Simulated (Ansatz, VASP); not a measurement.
# Cross-check of H10C4O between VASP and Ansatz, part 2 of 3

Aim: how closely do two programs agree when they are given the same cell, functional and k mesh? Of the first pair: The structure shown is frame 267 of Ansatz's trajectory.

VASP 6.6.1 and Ansatz 0.2.0.

So far. Step 3 (VASP: single point, LDA, pair 1): The run ends at a pressure of 0.25 GPa, with forces up to 3.6 eV/Å.

### Step 4. Side by side

Known differences besides the potentials themselves: fixed occupations in Ansatz, narrow Gaussian smearing in VASP; the cutoff is 420 eV in Ansatz and 520 eV in VASP (PREC = Accurate, projectors in real space); VASP's log shows a relativistic correction to its local exchange, Ansatz's none. Total energies have different zeros and are not compared.

Forces on 10 of the 75 atoms, those with the largest forces and the largest differences (eV/Å; atoms numbered as in POSCAR):

```csv
atom,"Ansatz x, y, z","VASP x, y, z"
C2,"-0.300, 0.405, -2.465","-0.260, 0.488, -2.365"
C3,"0.781, 0.234, -0.965","0.899, 0.104, -1.063"
C7,"2.572, -0.484, -0.273","2.621, -0.642, -0.371"
C9,"-0.139, 2.612, -0.761","-0.148, 2.602, -0.751"
C10,"-0.580, -3.635, 0.078","-0.585, -3.587, 0.238"
C17,"0.768, -1.733, 2.296","0.767, -1.721, 2.268"
C19,"2.616, -0.042, 0.571","2.535, 0.011, 0.674"
O21,"-0.335, 1.931, 0.788","-0.528, 1.961, 0.815"
O22,"-0.978, -0.433, 1.113","-1.027, -0.259, 1.042"
H66,"0.166, 2.129, -1.238","0.168, 2.141, -1.240"
```

The forces differ by 46 meV/Å r.m.s., which is 5.3 % of the r.m.s. force of 0.864 eV/Å (both taken over all components).

### Step 5. Ansatz: dynamics, LDA

One frame of this run of dynamics is then solved in both programs, so the motion causes no difference.

The structure compared here is frame 534 of Ansatz's trajectory.

File input.yaml:

```yaml
crystal:
  lattice:
    - [9.53465, 0.0, 0.0]
    - [0.0, 9.53465, 0.0]
    - [0.0, 0.0, 9.53465]
  atoms:
    - { symbol: C, position: [0.90982, 0.08928, 0.76188] }
    - { symbol: C, position: [0.00141, 0.96622, 0.71679] }
    - { symbol: O, position: [0.93226, 0.91155, 0.59629] }
    - { symbol: C, position: [0.00547, 0.79476, 0.53692] }
    - { symbol: C, position: [0.92773, 0.72963, 0.41962] }
    - { symbol: H, position: [0.94988, 0.13118, 0.86349] }
    - { symbol: H, position: [0.80579, 0.04791, 0.77848] }
    - { symbol: H, position: [0.90097, 0.17142, 0.68424] }
    - { symbol: H, position: [0.10781, 0.99553, 0.69251] }
    - { symbol: H, position: [0.00142, 0.87728, 0.79961] }
    - { symbol: H, position: [0.03947, 0.71704, 0.62227] }
    - { symbol: H, position: [0.09666, 0.83266, 0.48959] }
    - { symbol: H, position: [0.87628, 0.81587, 0.36512] }
    - { symbol: H, position: [0.84462, 0.66472, 0.4613] }
    - { symbol: H, position: [0.00183, 0.66709, 0.35383] }
    - { symbol: C, position: [0.11735, 0.35638, 0.34735] }
    - { symbol: C, position: [0.20413, 0.23179, 0.28522] }
    - { symbol: O, position: [0.15208, 0.21287, 0.15019] }
    - { symbol: C, position: [0.23142, 0.10233, 0.09013] }
    - { symbol: C, position: [0.15561, 0.96098, 0.10016] }
    - { symbol: H, position: [0.12911, 0.44452, 0.27939] }
    - { symbol: H, position: [0.16025, 0.37248, 0.45112] }
    - { symbol: H, position: [0.0014, 0.3401, 0.35316] }
    - { symbol: H, position: [0.31338, 0.26786, 0.2827] }
    - { symbol: H, position: [0.18282, 0.1406, 0.35294] }
    - { symbol: H, position: [0.34111, 0.09853, 0.11578] }
    - { symbol: H, position: [0.22517, 0.14071, 0.97988] }
    - { symbol: H, position: [0.19504, 0.87453, 0.04089] }
    - { symbol: H, position: [0.04108, 0.96821, 0.06077] }
    - { symbol: H, position: [0.14258, 0.93621, 0.21301] }
    - { symbol: C, position: [0.57516, 0.34336, 0.48179] }
    - { symbol: C, position: [0.67814, 0.23405, 0.43805] }
    - { symbol: O, position: [0.65876, 0.2213, 0.28538] }
    - { symbol: C, position: [0.75129, 0.11921, 0.23544] }
    - { symbol: C, position: [0.76454, 0.14379, 0.07879] }
    - { symbol: H, position: [0.46993, 0.3089, 0.47539] }
    - { symbol: H, position: [0.58748, 0.43935, 0.42256] }
    - { symbol: H, position: [0.59427, 0.3565, 0.59745] }
    - { symbol: H, position: [0.78467, 0.27684, 0.43912] }
    - { symbol: H, position: [0.68449, 0.13423, 0.49206] }
    - { symbol: H, position: [0.70126, 0.01336, 0.25329] }
    - { symbol: H, position: [0.85325, 0.1224, 0.28249] }
    - { symbol: H, position: [0.82004, 0.24109, 0.05952] }
    - { symbol: H, position: [0.65732, 0.15454, 0.02485] }
    - { symbol: H, position: [0.81924, 0.05038, 0.04226] }
    - { symbol: C, position: [0.46525, 0.01214, 0.72556] }
    - { symbol: C, position: [0.53158, 0.87195, 0.73588] }
    - { symbol: O, position: [0.41858, 0.77387, 0.73242] }
    - { symbol: C, position: [0.48002, 0.63913, 0.73073] }
    - { symbol: C, position: [0.3749, 0.53336, 0.66906] }
    - { symbol: H, position: [0.39911, 0.02174, 0.64019] }
    - { symbol: H, position: [0.55043, 0.08939, 0.70428] }
    - { symbol: H, position: [0.4058, 0.03208, 0.82033] }
    - { symbol: H, position: [0.60307, 0.85999, 0.64693] }
    - { symbol: H, position: [0.60559, 0.85756, 0.8239] }
    - { symbol: H, position: [0.50217, 0.60762, 0.84357] }
    - { symbol: H, position: [0.57444, 0.63689, 0.66306] }
    - { symbol: H, position: [0.36732, 0.54754, 0.55738] }
    - { symbol: H, position: [0.26907, 0.55637, 0.72104] }
    - { symbol: H, position: [0.39326, 0.43101, 0.70135] }
    - { symbol: C, position: [0.81214, 0.5435, 0.911] }
    - { symbol: C, position: [0.77546, 0.57984, 0.06358] }
    - { symbol: O, position: [0.64228, 0.64529, 0.05387] }
    - { symbol: C, position: [0.55878, 0.60805, 0.17445] }
    - { symbol: C, position: [0.42538, 0.69356, 0.1563] }
    - { symbol: H, position: [0.77713, 0.62059, 0.83816] }
    - { symbol: H, position: [0.76398, 0.44578, 0.8712] }
    - { symbol: H, position: [0.92788, 0.52994, 0.90046] }
    - { symbol: H, position: [0.77707, 0.49218, 0.13285] }
    - { symbol: H, position: [0.85775, 0.65632, 0.0998] }
    - { symbol: H, position: [0.60901, 0.63598, 0.26875] }
    - { symbol: H, position: [0.52856, 0.49708, 0.17331] }
    - { symbol: H, position: [0.35604, 0.68026, 0.24362] }
    - { symbol: H, position: [0.37563, 0.67076, 0.05731] }
    - { symbol: H, position: [0.45398, 0.80471, 0.14607] }
kpoints:
  mp_grid: { grid: [1, 1, 1] }
hamiltonian:
  xc: lda
scf:
  occupations: { method: fixed }
output:
  forces: true
md:
  timestep: 0.5
  n_steps: 800
  ensemble: nvt_langevin
  temperature: 300
  initial_velocities: maxwell_boltzmann
  seed: 4744
```

The run is started by

```sh
$ ansatz run input.yaml --threads 4 --pin off --max-ram 8192MiB --backend cpu --events-out ev --progress --plain --runs-dir out
```

Numbers of over 12 decimals in the logs are rounded to 6 here.

What it wrote:

```text
[...]
Crystal: 75 atoms, lattice volume = 866.791 Å³
Basis set: ecut = 420 eV, 16879 PW (Γ)
Bands: 155, of which v1, the nominal top of the filled ones, is band 80 counted from 1 (79 counted from 0)
Symmetry: 1 space group operations
k-points: 1
[...]
atom   8  H      0.46273310     0.92898983    -1.01530433
[...]
atom  72  H     -0.18380824    -0.91987588     0.55475585
  atom  73  H     -0.38013514    -0.11011216     0.49042841
  atom  74  H      0.28019022     0.11215315     0.29917794
  atom  75  H      0.53935036     0.32219461    -0.27632655
  max |Σ_I F_I| component: 8.20e-5 eV/Å
--- MD trajectory: 800 steps, t = 0.0 → 400.0 fs ---
  final state: T = 296.8 K   F+E_penalty+E_count = -8418.21988607 eV   E_kin = 2.877670 eV
[key lines of the parts left out:]
SCF converged after 8 iterations
Free energy (F): -8418.219886 eV
Fermi energy:    -2.048927 eV
```

### Step 6. VASP: single point, LDA, pair 2

The same cell, functional (in two slightly different forms) and mesh now go to VASP, with its own data sets.

File INCAR:

```
SYSTEM = H10C4O
PREC = Accurate
ENCUT = 520
EDIFF = 1E-06
NELM = 120
ISMEAR = 0
SIGMA = 0.01
LREAL = Auto
ALGO = Normal
GGA = PW92
NBANDS = 136
LORBIT = 11
LWAVE = .FALSE.
LCHARG = .FALSE.
ISIF = 2
LASPH = .TRUE.
GGA_COMPAT = .FALSE.
EFERMI = MIDGAP
NCORE = 2
```

File POSCAR:

```
H10C4O
1.0
    9.5346500000      0.0000000000      0.0000000000
    0.0000000000      9.5346500000      0.0000000000
    0.0000000000      0.0000000000      9.5346500000
C O H
20 5 50
Direct
    0.8556790234      0.1296219578      0.7328743058
    0.9656096448      0.0527916599      0.6508471732
    0.9915361340      0.8632618922      0.4948687157
    0.9093779006      0.8006481622      0.3697146723
    0.1527481344      0.2762450641      0.3750530958
    0.1986124294      0.1647674534      0.2723330169
    0.2235740169      0.1039996224      0.0428122689
    0.1453435627      0.9713099065      0.0315166262
    0.5772419543      0.3347894259      0.4700644491
    0.6546228755      0.2156450420      0.4128206069
    0.6747180022      0.0688541268      0.2167253124
    0.6644501896      0.0819327401      0.0538666862
    0.4264865517      0.0645854856      0.6945823916
    0.5249484774      0.9359756257      0.6845243402
    0.5341360197      0.7009486452      0.7221030662
    0.4502525001      0.5732250266      0.7153697304
    0.8553748696      0.5462287551      0.9519594322
    0.7842238572      0.5846675022      0.0881521608
    0.5876670879      0.6964073144      0.1575726429
    0.4487212430      0.7599230176      0.1218188397
    0.9129753059      0.9783473961      0.5371356054
    0.1621978783      0.2009198030      0.1365126145
    0.5956904553      0.1795870850      0.2810171322
    0.4479765906      0.8153943773      0.7006025392
    0.6590698138      0.6546123874      0.0460321040
    0.8957119559      0.1444730535      0.8384681137
    0.7556229122      0.0820271326      0.7418311107
    0.8353531593      0.2350479567      0.6883944350
    0.0470704221      0.1263234623      0.6145584788
    0.0222451794      0.9788298469      0.7236657874
    0.0049608533      0.7840350721      0.5775461081
    0.0970879896      0.8838919100      0.4668446141
    0.9068502777      0.8742743572      0.2799368619
    0.8048433870      0.7712396365      0.4175821871
    0.9615717410      0.7036860294      0.3330588957
    0.2179524157      0.3734274462      0.3491056305
    0.1746576959      0.2522483783      0.4853455554
    0.0384177710      0.3004934633      0.3678897495
    0.3130057212      0.1631732680      0.2800417425
    0.1588312104      0.0604846533      0.2976511985
    0.3321254582      0.0952420907      0.0590582769
    0.1999863655      0.1703366143      0.9446073007
    0.2001646626      0.9062314820      0.9510417268
    0.0318837084      0.9790396082      0.9974409129
    0.1557686963      0.9130592104      0.1304505147
    0.4641911344      0.3108451805      0.4793778482
    0.5783117367      0.4208334863      0.3939945357
    0.6134886965      0.3856040861      0.5664287625
    0.7705684005      0.2409946878      0.3943196656
    0.6570246417      0.1290031622      0.4846848075
    0.6474070889      0.9635120324      0.2506541929
    0.7951838819      0.0779787407      0.2607332204
    0.7142789720      0.1742696376      0.0209236836
    0.5613840047      0.0839044957      0.0088729004
    0.7171736771      0.9857572119      0.0159523422
    0.3451621192      0.0635891197      0.6143592056
    0.4878417142      0.1612644408      0.6714247508
    0.3816081345      0.0550833014      0.8037421405
    0.5842584678      0.9319272338      0.5793710309
    0.6130062456      0.9446807172      0.7644643485
    0.5763190049      0.7088881081      0.8313467196
    0.6142228608      0.6918869597      0.6398242201
    0.4260145889      0.5398625015      0.6122196410
    0.3594678357      0.5900164138      0.7862690293
    0.4982039194      0.4783709942      0.7647160619
    0.8721767448      0.6296612880      0.8768963727
    0.7824933270      0.4771648671      0.9004630479
    0.9534802012      0.4952672620      0.9868112621
    0.7686176210      0.4901281117      0.1547513543
    0.8643526506      0.6609996172      0.1353799038
    0.6527035602      0.7726974771      0.2163582302
    0.5662609535      0.6011337595      0.2264582339
    0.4094119868      0.8255782855      0.2115022576
    0.3621003393      0.6838531042      0.1199834289
    0.4481129355      0.8152790087      0.0154069630
```

File KPOINTS:

```
Automatic mesh
0
Gamma
1 1 1
0 0 0
```

PAW data sets: C, O and H (LDA family, release 64).

The run is started by

```sh
$ mpirun -np 8 vasp_gam
```

What it wrote:

```text
[banner, memory and clock lines left out]
running    8 mpi-ranks, on    1 nodes
[...]
[... a notice as in an earlier step ...]

 LDA part: xc-table for (Slater(with rela. corr.)+PW92), standard interpolation
 POSCAR, INCAR and KPOINTS ok, starting setup
[...]
entering main loop
       N       E                     dE             d eps       ncg     rms          rms(c)
DAV:   1     0.996522492539E+03    0.99652E+03   -0.76285E+04   272   0.104E+03
DAV:   2    -0.317146400317E+03   -0.13137E+04   -0.12216E+04   344   0.242E+02
DAV:   3    -0.460770292269E+03   -0.14362E+03   -0.14236E+03   344   0.816E+01
DAV:   4    -0.464775867999E+03   -0.40056E+01   -0.39931E+01   360   0.157E+01
[...]
DAV:  18    -0.418738803511E+03   -0.49960E-05   -0.10811E-05   320   0.108E-02    0.360E-03
DAV:  19    -0.418738804908E+03   -0.13973E-05   -0.26141E-06   304   0.436E-03    0.200E-03
DAV:  20    -0.418738805447E+03   -0.53893E-06   -0.70979E-07   240   0.238E-03
   1 F= -.41873881E+03 E0= -.41873881E+03  d E =0.000000E+00
```

From OUTCAR (step 6):

```text
  FREE ENERGIE OF THE ION-ELECTRON SYSTEM (eV)
  ---------------------------------------------------
  free  energy   TOTEN  =      -418.7388054472 eV

  energy  without entropy=     -418.7388054472  energy(sigma->0) =     -418.73880545

[... 1 part as in an earlier step ...]
```

The run ends at a pressure of 0.24 GPa, with forces up to 5.1 eV/Å.

### Step 7. Comparison

Forces on 8 of the 75 atoms, those with the largest forces and the largest differences (eV/Å; atoms numbered as in POSCAR):

```csv
atom,"Ansatz x, y, z","VASP x, y, z"
C7,"-3.568, 2.859, -2.406","-3.480, 2.766, -2.524"
C11,"1.509, 1.815, -0.411","1.571, 1.701, -0.494"
C12,"0.638, -1.889, 2.452","0.639, -1.881, 2.442"
C16,"-0.569, -1.298, 2.129","-0.577, -1.308, 2.113"
C18,"1.157, 1.808, -1.922","1.280, 1.732, -1.900"
C19,"-1.738, 0.150, 2.427","-1.874, 0.239, 2.600"
O22,"0.152, -0.121, 0.534","0.040, 0.027, 0.452"
O25,"1.900, -1.472, -1.385","1.902, -1.472, -1.596"
```

The forces differ by 49 meV/Å r.m.s., which is 5.7 % of the r.m.s. force of 0.849 eV/Å (both taken over all components).

### Step 8. Ansatz: dynamics, LDA

One frame of this run of dynamics is then solved in both programs, so the motion causes no difference.

The structure compared here is frame 800 of Ansatz's trajectory.

input.yaml is that of step 5.

The run is started by

```sh
$ ansatz run input.yaml --threads 4 --pin off --max-ram 8192MiB --backend cpu --events-out ev --progress --plain --runs-dir out
```

What it wrote:

```text
[...]
Crystal: 75 atoms, lattice volume = 866.791 Å³
Basis set: ecut = 420 eV, 16879 PW (Γ)
Bands: 155, of which v1, the nominal top of the filled ones, is band 80 counted from 1 (79 counted from 0)
Symmetry: 1 space group operations
k-points: 1
[...]
atom   8  H      0.46273310     0.92898983    -1.01530433
[...]
atom  72  H     -0.18380824    -0.91987588     0.55475585
  atom  73  H     -0.38013514    -0.11011216     0.49042841
  atom  74  H      0.28019022     0.11215315     0.29917794
  atom  75  H      0.53935036     0.32219461    -0.27632655
  max |Σ_I F_I| component: 8.20e-5 eV/Å
--- MD trajectory: 800 steps, t = 0.0 → 400.0 fs ---
  final state: T = 296.8 K   F+E_penalty+E_count = -8418.21988607 eV   E_kin = 2.877670 eV
[key lines of the parts left out:]
SCF converged after 8 iterations
Free energy (F): -8418.219886 eV
Fermi energy:    -2.048927 eV
```

(Part 2 of 3 ends here.)

[Lines on the potential files, build, host, timing and source positions are cut from VASP's logs without a mark.]

[Logs are printed without paths, hosts, clocks, repeated set-up lines and the standing remarks that a program may print on its own settings, such as how far it seeks lower states.]

[Hosts, paths, dates, database ids (printed as entryN), source tags and the programs' standing remarks are cut or masked in the printed files.]
